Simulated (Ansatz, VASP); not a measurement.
# Cross-check of Mo2NO2 between VASP and Ansatz

Aim: how closely do two programs agree when they are given the same cell, functional and k mesh? The structure shown is the start of the Ansatz relaxation below; VASP solves that cell, so the two are compared at the walk's first step.

Calculated with Ansatz 0.2.0; plane waves, with VASP 6.6.1 beside it; single point at PBEsol.

**1. Starting point**

The cell holds 10 atoms: 2 N, 4 Mo and 4 O. Its edges and angles: a = 3.128 Å, b = 5.417 Å, c = 32.600 Å, α = 90.0°, β = 90.0°, γ = 90.0°. It derives from Mo2NO2. Vacuum lies along c.

As a file:

```cif
data_structure
_symmetry_space_group_name_H-M 'P 1'
_symmetry_Int_Tables_number 1
_cell_length_a 3.1276
_cell_length_b 5.4172
_cell_length_c 32.6000
_cell_angle_alpha 90.000
_cell_angle_beta 90.000
_cell_angle_gamma 90.000
_cell_volume 552.33
loop_
_atom_site_label
_atom_site_type_symbol
_atom_site_fract_x
_atom_site_fract_y
_atom_site_fract_z
_atom_site_occupancy
N1 N 0.50000 0.49442 0.30256 1
N2 N 0.00000 0.00558 0.31094 1
Mo3 Mo 0.00000 0.34667 0.33840 1
Mo4 Mo 0.50000 0.82000 0.33865 1
Mo5 Mo 0.50000 0.15333 0.27510 1
Mo6 Mo 0.00000 0.68000 0.27485 1
O7 O 0.50000 0.16925 0.36793 1
O8 O 0.00000 0.66408 0.37212 1
O9 O 0.00000 0.33075 0.24557 1
O10 O 0.50000 0.83592 0.24137 1
```

**2. Ansatz: relaxation, PBEsol**

Ansatz runs on its PAW soft_1 files.

The two programs are compared at the cell with which this relaxation starts, whose forces are those of its first step.

Input file input.yaml:

```yaml
crystal:
  lattice:
    - [3.1275982884, 0.0, 0.0]
    - [1.0e-10, 5.4171591411, 0.0]
    - [0.0, 0.0, 32.6]
  atoms:
    - { symbol: "N", position: [0.5, 0.49442299, 0.302555173] }
    - { symbol: "N", position: [0.0, 0.00557701, 0.3109417596] }
    - { symbol: Mo, position: [0.0, 0.346667569, 0.3383959354] }
    - { symbol: Mo, position: [0.5, 0.8199990976, 0.3386479964] }
    - { symbol: Mo, position: [0.5, 0.153332431, 0.2751009971] }
    - { symbol: Mo, position: [0.0, 0.6800009024, 0.2748489361] }
    - { symbol: O, position: [0.5, 0.1692538446, 0.3679307898] }
    - { symbol: O, position: [0.0, 0.6640794887, 0.372124386] }
    - { symbol: O, position: [0.0, 0.3307461554, 0.2455661428] }
    - { symbol: O, position: [0.5, 0.8359205113, 0.2413725465] }
  periodic: [true, true, false]
kpoints:
  mp_grid: { grid: [12, 8, 1] }
hamiltonian:
  xc: pbesol
  pseudopotentials: { kind: paw, azcp: { folder: soft_1 }, xc_functional: pbe }
scf:
  occupations: { method: methfessel_paxton, width: 0.2 }
output:
  forces: true
  stress: true
  eigenvalues: true
  write_density: true
  write_potential: true
  elf: true
  volumetric_format: npy
relax:
  adjacent_minimum: "off"
  f_tol: 0.002
  max_steps: 120
  cell: { stress_2d_tol: 0.005 }
```

The run is started by

```
$ ansatz run input.yaml --threads 8 --pin off --max-ram 16384MiB --backend cpu --events-out ev --progress --plain --runs-dir out
```

Numbers of over 12 decimals in the logs are rounded to 6 here.

Output:

```text
Engine: ansatz 0.2.0, aarch64-unknown-linux-gnu
Pseudopotentials: kind: paw
Pseudopotential: N, paw, valence charge 5, recommended cutoff 420 eV (normal), soft_1/N.paw.azcp
Pseudopotential: Mo, paw, valence charge 14, recommended cutoff 420 eV (normal), soft_1/Mo.paw.azcp
Pseudopotential: O, paw, valence charge 6, recommended cutoff 420 eV (normal), soft_1/O.paw.azcp
Functional definition: PBEsol
  exchange = pbesol_x
  correlation = pbesol_c
Crystal: 10 atoms, lattice volume = 552.332 Å³
Basis set: ecut = 420 eV, 10785 PW (Γ), exchange–correlation on 48×80×450 points (8 copies of the dense FFT grid, shifted against one another)
Bands: 55, of which v1, the nominal top of the filled ones, is band 45 counted from 1 (44 counted from 0)
Symmetry: 4 space group operations
Space group: P21/m (ITA 11), of the structure as read, at distance tolerance 8.2e-5 Å
k-points: 35 of 96
Non-local potential: N, projectors of the file, l = 0: 2, l = 1: 2, l = 2: 1
Non-local potential: Mo, projectors of the file, l = 0: 3, l = 1: 2, l = 2: 2, l = 3: 1
Non-local potential: O, projectors of the file, l = 0: 2, l = 1: 2, l = 2: 1
PAW form: soft (Blöchl's): semilocal exchange-correlation on the pseudo side does not see the compensation charge
PAW frozen core: N, regenerated for the run's functional, and the local potential with it (the file was generated under x = pbe(κ = 0.804, μ = 0.219515), c = pbe(β = 0.066725))
PAW frozen core: Mo, regenerated for the run's functional, and the local potential with it (the file was generated under x = pbe(κ = 0.804, μ = 0.219515), c = pbe(β = 0.066725))
PAW frozen core: O, regenerated for the run's functional, and the local potential with it (the file was generated under x = pbe(κ = 0.804, μ = 0.219515), c = pbe(β = 0.066725))
PAW one-centre angular grid: N, 110 points (default); XC on 64 Gauss nodes
PAW one-centre angular grid: Mo, 590 points (default); XC on 64 Gauss nodes
PAW one-centre angular grid: O, 110 points (default); XC on 64 Gauss nodes
Initial density: superposition of atomic densities (neutral atoms: chi_scale 0, normalization atom)
Initial wavefunctions: pseudopotential atomic-orbital guess
Functional: x = pbesol(κ = 0.804, μ = 0.123457), c = pbesol(β = 0.046)
SCF iter   1: F=—  HF=-22608.089047 eV  |F-HF|=—  |Δ(HF+E_count)|=         —  Δρ=9.78e-2  dr2=6.30e1  ethr=3.10e-3  ⟨swp⟩=11.5  Hψ=13048  notcnv=0
preconditioner: auto → LDOS  [metal: Δε(μ)=0.073 eV  Ē_g=11.653 eV  σ=0.200 eV  W_gap=0.30  n_scr=56 (ndim 8)  ℏωp=12.0 eV  f_vac=0.776  D(μ)=3.38/eV (n_scr^D=10)  β→1.0]
SCF iter   2: F=—  HF=-22610.927460 eV  |F-HF|=—  |Δ(HF+E_count)|=    2.84e0  S|Δr|=    0.00e0  Δρ=1.58e-1  dr2=1.66e2  ethr=3.10e-3  ⟨swp⟩=7.5  Hψ=7793  notcnv=0  defer=105  recentre
SCF iter   3: F=—  HF=-22593.345551 eV  |F-HF|=—  |Δ(HF+E_count)|=    1.76e1  S|Δr|=    0.00e0  Δρ=3.05e-2  dr2=7.04e0  ethr=3.10e-3  ⟨swp⟩=5.1  Hψ=7075  notcnv=0  defer=47
SCF iter   4: F=—  HF=-22591.799194 eV  |F-HF|=—  |Δ(HF+E_count)|=    1.55e0  S|Δr|=    0.00e0  Δρ=5.81e-3  dr2=3.24e-1  ethr=3.10e-3  ⟨swp⟩=4.4  Hψ=5351  notcnv=0  defer=73
SCF iter   5: F=—  HF=-22591.734825 eV  |F-HF|=—  |Δ(HF+E_count)|=   6.44e-2  S|Δr|=    0.00e0  Δρ=2.92e-3  dr2=6.76e-2  ethr=3.60e-4  ⟨swp⟩=3.2  Hψ=4657  notcnv=0  defer=73
SCF iter   6: F=—  HF=-22591.726713 eV  |F-HF|=—  |Δ(HF+E_count)|=   8.11e-3  S|Δr|=    0.00e0  Δρ=6.88e-4  dr2=5.79e-3  ethr=7.51e-5  ⟨swp⟩=3.3  Hψ=4035  notcnv=0  defer=73
SCF iter   7: F=—  HF=-22591.726326 eV  |F-HF|=—  |Δ(HF+E_count)|=   3.88e-4  S|Δr|=    0.00e0  Δρ=3.08e-4  dr2=9.16e-4  ethr=6.43e-6  ⟨swp⟩=2.9  Hψ=3435  notcnv=0  defer=73
SCF iter   8: F=—  HF=-22591.726225 eV  |F-HF|=—  |Δ(HF+E_count)|=   1.01e-4  S|Δr|=    0.00e0  Δρ=7.24e-5  dr2=5.87e-5  ethr=1.02e-6  ⟨swp⟩=3.4  Hψ=3705  notcnv=0  defer=73
SCF iter   9: F=—  HF=-22591.726085 eV  |F-HF|=—  |Δ(HF+E_count)|=   1.40e-4  S|Δr|=    0.00e0  Δρ=1.22e-5  dr2=7.07e-7  ethr=6.53e-8  ⟨swp⟩=3.8  Hψ=4746  notcnv=0  defer=73
SCF iter  10: F=—  HF=-22591.726086 eV  |F-HF|=—  |Δ(HF+E_count)|=   1.24e-6  S|Δr|=    0.00e0  Δρ=5.20e-6  dr2=2.18e-7  ethr=1.11e-10  ⟨swp⟩=34.2  Hψ=28779  notcnv=0
iter 11 did not close the SCF: its close was put off until two iterations running show no level that it waits for move by more than its bar (scf_convergence_deferred on its scf_iter line)
SCF iter  11: F=-22591.726086 eV  HF=-22591.726086 eV  |F-HF|=8.90e-8  |Δ(HF+E_count)|=   1.10e-7  S|Δr|=    0.00e0  Δρ=9.35e-7  dr2=4.47e-9  ethr=1.11e-10  ⟨swp⟩=15.6  Hψ=20271  notcnv=0
SCF iter  12: F=-22591.726086 eV  HF=-22591.726086 eV  |F-HF|=1.69e-8  |Δ(HF+E_count)|=   7.44e-8  S|Δr|=    0.00e0  Δρ=2.44e-7  dr2=2.69e-10  ethr=4.96e-12  ⟨swp⟩=11.7  Hψ=18007  notcnv=0
SCF 1 converged in 12 iterations: F = -22591.726086 eV  dr2 = 2.69e-10
[...]
SCF 22 converged in 9 iterations: F = -22592.183154 eV  dr2 = 3.06e-13
relax step  22: F+E_penalty+E_count = -22592.18315376 eV  Δ(F+E_penalty+E_count) = +7.919e-6 eV  max|allowed force component| = 1.255e-3 eV/Å  Δτ_max = 0.0000 Å  P = -0.002 N/m  Ω = 534.238 Å³  fix = [c, alpha, beta]  reactions: c -0.000 N/m; alpha +0.000 N/m/rad  stress off target by 3.25e-3 N/m on what of the cell is left free  SCF on the basis re-selected at this cell (its energy is not comparable with the rows above)  (9 SCF iters)
basis re-selected at this cell: Δ(F+E_penalty+E_count) = +7.919e-6 eV, ΔP = -0.000 N/m vs the last step (what re-selecting the basis moved, of the pressure what is left beyond the Pulay correction that the steps carried, after the strain that the cell walked since its last selection, with what the two solves' SCF thresholds leave and, on support functions, any second-order correction that the steps lacked; it is no m [...]
WARN: The output density's exchange-correlation potential varies sharply where the density is thin. Do not read a vacuum level from v_tot or v_xc, or from such a field of the output density. On a cell that repeats whose density bears no net charge and no dipole along the vacuum's axis use v_es (v_loc + v_h of the components); under efield.dipole_correction with no amplitude use v_es + v_field, which holds any externa [...]
SCF converged after 9 iterations
Stability not checked: this state was not tested for a lower state beside it, because cold or Methfessel-Paxton smearing, or corrected tetrahedra, fill the levels in a way that the test cannot read (fill_not_monotonic; see scf.lower_state_search)
Free energy (F): -22592.183154 eV
Harris-Foulkes:  -22592.183154 eV  (|F-HF|=9.46e-11)
Internal energy: -22592.190699 eV  (E = F + TS)
E sigma→0 (E₀):  -22592.185040 eV
Entropy (-TS):   0.007545 eV (0.755 meV/atom)
Fermi energy:    -6.309887 eV
Step filling:    the computed levels leave a gap of 0.0000 eV = 0.0 smearing widths at the electron count; against every level under it full and every level over it empty, smearing changes F+E_penalty+E_count by -2.072 meV and its σ→0 estimate by -3.958 meV
--- Per-component energies (eV) ---
  E_band       = -2350.321675
  E_kinetic    = 2623.534568
  E_local      = -293526.797786  (includes V_loc(G=0)·N_el)
  E_nonlocal   = 877.925010
  E_hartree    = 144958.275967
  E_xc         = -1101.865782
  E_vxc        = -1390.285764  (∫ρ·V_xc dr)
  E_paw        = -13487.527375  (= ΣΔE_a)
  E_vpaw       = -851.254716  (= ΣTr[D̂ρ^β])
  E_aug_tail   = 0.005132  (compensation charges beyond the density's cutoff)
  E_ewald      = 137063.225017
  E_core_change = 1.034549  (= ΣΔE_core)
  E_smearing   = 0.007545  (= −TS)
  E_closure    = 0.000000  (closes the sum)
  Σ components = -22592.183154   (vs F -22592.183154, Δ=0.00e0)
--- Forces (eV/Å), atoms counted from 1 ---
  atom   1  N     -0.00000000    -0.00019753    -0.00013891
  atom   2  N      0.00000000     0.00019753     0.00013891
  atom   3  Mo     0.00000000     0.00120495     0.00046323
  atom   4  Mo    -0.00000000    -0.00017112     0.00039002
  atom   5  Mo    -0.00000000    -0.00120495    -0.00046323
  atom   6  Mo     0.00000000     0.00017112    -0.00039002
  atom   7  O     -0.00000000    -0.00030589     0.00070124
  atom   8  O     -0.00000000    -0.00088456    -0.00125488
  atom   9  O      0.00000000     0.00030589    -0.00070124
  atom  10  O      0.00000000     0.00088456     0.00125488
  max |Σ_I F_I| component: 0.00e0 eV/Å
--- 2D stress c σ (N/m, compression-positive) ---
       -0.000914      -0.000000      -0.000000
       -0.000000      -0.003245      -0.000000
       -0.000000      -0.000000      -0.000000
  P = ½ c Tr σ = -0.0021 N/m
--- Band table (eV; the first three rows and the last of 35) ---
  k-point 0: bands = [... 41 lower, -8.1311, -7.7352, -6.6490, -6.5373, -5.9758, -5.8151, -5.3726, -4.4067, ... 6 higher]
  k-point 1: bands = [... 41 lower, -8.2408, -7.7104, -6.6623, -6.5988, -6.2466, -5.5363, -5.4697, -4.4364, ... 6 higher]
  k-point 2: bands = [... 41 lower, -8.0083, -7.7156, -6.8221, -6.8209, -6.2919, -5.5549, -5.3094, -4.4469, ... 6 higher]
  k-point 34: bands = [... 41 lower, -8.0763, -7.0191, -7.0191, -5.7917, -5.7917, -5.2840, -5.2840, -4.5808, ... 6 higher]
--- Relaxed structure (19 steps of the walk, 17 accepted, 3 SCFs on fresh bases) ---
  F+E_penalty+E_count = -22592.18315376 eV   max|allowed force component| = 1.255e-3 eV/Å   (the final SCF, on the basis selected at the relaxed cell)
  cell:  # Å, volume = 534.2379 Å³
    - [3.248053, -2.99793219888791e-11, 0]
    - [4.656847960944066e-11, 5.045382, 0]
    - [0, 0, 32.6]
  atoms:
    - { symbol: N, position: [0.5, 0.489104, 0.302591] }
    - { symbol: N, position: [1.2488153657506127e-18, 0.010896, 0.310906] }
    - { symbol: Mo, position: [7.601254212952031e-18, 0.385770, 0.339500] }
    - { symbol: Mo, position: [0.500000, 0.832205, 0.340926] }
    - { symbol: Mo, position: [0.500000, 0.114230, 0.273997] }
    - { symbol: Mo, position: [-1.3514471516453824e-19, 0.667795, 0.272571] }
    - { symbol: O, position: [0.500000, 0.197446, 0.368327] }
    - { symbol: O, position: [5.103751023068323e-18, 0.705846, 0.375910] }
    - { symbol: O, position: [-5.942792384554293e-18, 0.302554, 0.245170] }
    - { symbol: O, position: [0.500000, 0.794154, 0.237587] }
```

In the SCF lines HF is the Harris–Foulkes energy and dr2 the Hartree energy of the density residual, in eV; the loop may stop once dr2 is under the threshold and the program's other checks hold. Hψ counts applications of the Hamiltonian.

[end of part 1 of 2]

[Lines on the potential files, build, host, timing and source positions are cut from VASP's logs without a mark.]

[Logs are printed without paths, hosts, clocks, repeated set-up lines and the standing remarks that a program may print on its own settings, such as how far it seeks lower states.]

[Hosts, paths, dates, database ids (printed as entryN), source tags and the programs' standing remarks are cut or masked in the printed files.]
